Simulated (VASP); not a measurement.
Method: PBE GGA with D3 dispersion (zero damping), VASP's PBE PAW potentials (set 64) (plane waves; VASP).

Input for VASP

**INCAR**
```
SYSTEM=KTaO3
PREC=Accurate; ENCUT=520; LREAL=.False.
LASPH=.True.
EDIFF=1E-7; NELM=100; ALGO=Normal
LMAXMIX=6
ISMEAR=-5
GGA=PE; IVDW=11
ISIF=2
LWAVE=.False.; LCHARG=.True.; LORBIT=11
NEDOS=601
LEFG=.True.
```

File KPOINTS:
```
Automatic mesh
0
Gamma
6 6 6
0 0 0
```

### POSCAR
```
KTaO3
4.0159960
  0.9999999562   0.0000000000   0.0000000000
  0.0000000000   0.9999999562   0.0000000000
  0.0000000000   0.0000000000   0.9999999562
K Ta O
1 1 3
Cartesian
  0.0000000000   0.0000000000   0.0000000000
  0.4999999781   0.4999999781   0.4999999781
  0.4999999781   0.0000000000   0.4999999781
  0.0000000000   0.4999999781   0.4999999781
  0.4999999781   0.4999999781   0.0000000000
```

POTCAR, in this order: K_sv Ta_pv O (PBE.64 set). Program: vasp_std.

Output

### OUTCAR
```
 ion  position               nearest neighbor table
   1  0.000  0.000  0.000-   3 2.84   4 2.84   5 2.84   3 2.84   4 2.84   4 2.84   5 2.84   4 2.84
                             3 2.84   5 2.84   3 2.84   5 2.84   2 3.48   2 3.48   2 3.48   2 3.48
   2  0.500  0.500  0.500-   3 2.01   4 2.01   5 2.01   5 2.01   3 2.01   4 2.01   1 3.48   1 3.48
                             1 3.48   1 3.48   1 3.48   1 3.48   1 3.48   1 3.48
   3  0.500  0.000  0.500-   2 2.01   2 2.01   1 2.84   1 2.84   1 2.84   1 2.84
   4  0.000  0.500  0.500-   2 2.01   2 2.01   1 2.84   1 2.84   1 2.84   1 2.84
   5  0.500  0.500  0.000-   2 2.01   2 2.01   1 2.84   1 2.84   1 2.84   1 2.84
  LATTYP: Found a simple cubic cell.
 ALAT       =     4.0159958239
 Subroutine PRICEL returns:
 Original cell was already a primitive cell.
 Subroutine GETGRP returns: Found 48 space group operations
The static configuration has the point symmetry O_h .
The dynamic configuration has the point symmetry O_h .
 Subroutine INISYM returns: Found 48 space group operations
 Subroutine IBZKPT returns following result:
 Found     20 irreducible k-points:

 Following reciprocal coordinates:
            Coordinates               Weight
  0.000000  0.000000  0.000000      1.000000
  0.166667  0.000000  0.000000      6.000000
  0.333333  0.000000  0.000000      6.000000
  0.500000  0.000000  0.000000      3.000000
  0.166667  0.166667  0.000000     12.000000
  0.333333  0.166667  0.000000     24.000000
  0.500000  0.166667  0.000000     12.000000
  0.333333  0.333333  0.000000     12.000000
  0.500000  0.333333  0.000000     12.000000
  0.500000  0.500000  0.000000      3.000000
  0.166667  0.166667  0.166667      8.000000
  0.333333  0.166667  0.166667     24.000000
  0.500000  0.166667  0.166667     12.000000
  0.333333  0.333333  0.166667     24.000000
  0.500000  0.333333  0.166667     24.000000
  0.500000  0.500000  0.166667      6.000000
  0.333333  0.333333  0.333333      8.000000
  0.500000  0.333333  0.333333     12.000000
  0.500000  0.500000  0.333333      6.000000
...
```

### OSZICAR
```
       N       E                     dE             d eps       ncg     rms          rms(c)
DAV:   1     0.338747608843E+03    0.33875E+03   -0.21689E+04   920   0.169E+03
DAV:   2    -0.309553346172E+02   -0.36970E+03   -0.36400E+03  1111   0.447E+02
DAV:   3    -0.492472577467E+02   -0.18292E+02   -0.18252E+02  1172   0.100E+02
DAV:   4    -0.497072955773E+02   -0.46004E+00   -0.45980E+00  1658   0.137E+01
DAV:   5    -0.497092729338E+02   -0.19774E-02   -0.19773E-02  1172   0.915E-01    0.345E+01
DAV:   6    -0.412565103004E+02    0.84528E+01   -0.44225E+01  1138   0.462E+01    0.137E+01
DAV:   7    -0.411178449494E+02    0.13867E+00   -0.24161E+00  1195   0.103E+01    0.889E+00
DAV:   8    -0.410711156334E+02    0.46729E-01   -0.40775E-01  1206   0.549E+00    0.146E+00
DAV:   9    -0.410635003467E+02    0.76153E-02   -0.34838E-02  1304   0.128E+00    0.253E-01
DAV:  10    -0.410629222300E+02    0.57812E-03   -0.77689E-03  1280   0.668E-01    0.474E-02
DAV:  11    -0.410629866899E+02   -0.64460E-04   -0.36884E-04  1312   0.156E-01    0.380E-02
DAV:  12    -0.410630189455E+02   -0.32256E-04   -0.50280E-05  1373   0.549E-02    0.747E-03
DAV:  13    -0.410630189233E+02    0.22214E-07   -0.41452E-06  1190   0.126E-02    0.360E-03
DAV:  14    -0.410630187961E+02    0.12723E-06   -0.38386E-07  1076   0.511E-03    0.108E-03
DAV:  15    -0.410630187234E+02    0.72720E-07   -0.10469E-07   768   0.282E-03
   1 F= -.41995850E+02 E0= -.41995850E+02  d E =0.000000E+00
```

File OUTCAR:
```
------------------------ aborting loop because EDIFF is reached ----------------------------------------
 Edisp (eV)   -0.93283
  FORCE on cell =-STRESS in cart. coord.  units (eV):
  Direction    XX          YY          ZZ          XY          YZ          ZX
  --------------------------------------------------------------------------------------
  Total      -0.01359    -0.01359    -0.01359    -0.00000    -0.00000     0.00000
  in kB      -0.33616    -0.33616    -0.33616    -0.00000    -0.00000     0.00000
  external pressure =       -0.34 kB  Pullay stress =        0.00 kB
  volume of cell :       64.77
      direct lattice vectors                 reciprocal lattice vectors
     4.015995824  0.000000000  0.000000000     0.249004243  0.000000000  0.000000000
     0.000000000  4.015995824  0.000000000     0.000000000  0.249004243  0.000000000
     0.000000000  0.000000000  4.015995824     0.000000000  0.000000000  0.249004243
 POSITION                                       TOTAL-FORCE (eV/Angst)
 -----------------------------------------------------------------------------------
      0.00000      0.00000      0.00000         0.000000      0.000000      0.000000
      2.00800      2.00800      2.00800         0.000000      0.000000      0.000000
      2.00800      0.00000      2.00800         0.000000      0.000000      0.000000
      0.00000      2.00800      2.00800         0.000000      0.000000      0.000000
      2.00800      2.00800      0.00000         0.000000      0.000000      0.000000
 -----------------------------------------------------------------------------------
    total drift:                                0.000000      0.000000     -0.000000
  FREE ENERGIE OF THE ION-ELECTRON SYSTEM (eV)
  ---------------------------------------------------
  free  energy   TOTEN  =       -41.9958499415 eV

  energy  without entropy=      -41.9958499415  energy(sigma->0) =      -41.99584994

 total charge

# of ion       s       p       d       tot
------------------------------------------
    1        1.961   5.605   0.046   7.611
    2        0.341   6.340   2.027   8.707
    3        1.561   3.511   0.000   5.072
    4        1.561   3.511   0.000   5.072
    5        1.561   3.511   0.000   5.072
--------------------------------------------------
tot          6.986  22.476   2.073  31.535

 Electric field gradients after diagonalization (V/A^2)
 (convention: |V_zz| > |V_xx| > |V_yy|)
----------------------------------------------------------------------
 ion       V_xx      V_yy      V_zz     asymmetry (V_yy - V_xx)/ V_zz
----------------------------------------------------------------------
   1       0.000     0.000     0.000      -0.311
   2      -0.000     0.000     0.000       1.417
   3     -11.516   -11.516    23.032       0.000
   4     -11.516   -11.516    23.032       0.000
   5     -11.516   -11.516    23.032       0.000
```
(Selected blocks of OUTCAR.)

The compound is KTaO3 in the cubic perovskite structure. It was relaxed first.
